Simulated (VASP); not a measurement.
Input:

```
CELL_PARAMETERS angstrom
      1.86393    -3.22843     0.00000
      1.86393     3.22843     0.00000
      0.00000     0.00000     5.71007
ATOMIC_POSITIONS crystal
  Gd 0.33333 0.66667 0.25000
  Gd 0.66667 0.33333 0.75000
```

The numbers are results of PBE GGA, VASP's PBE PAW potentials (set 64) (plane waves; VASP), not measurements. Run with 480 eV cut-off, 10×10×6 Γ-centred mesh, first-order Methfessel-Paxton smearing of 0.10 eV, potentials Gd_3.

The 4f electrons are frozen in the core of the lanthanide potential, so 4f levels, which can set the real gap, and their magnetism are missing.

Give the stress tensor in GPa (positive for a compressed cell).

```
-1.52   0.00   0.00
 0.00  -1.52   0.00
 0.00   0.00  -1.06
```
The pressure is its mean diagonal, -1.37 GPa.

The compound is Gd in the hcp structure. This cell was strained or had an atom moved on purpose.
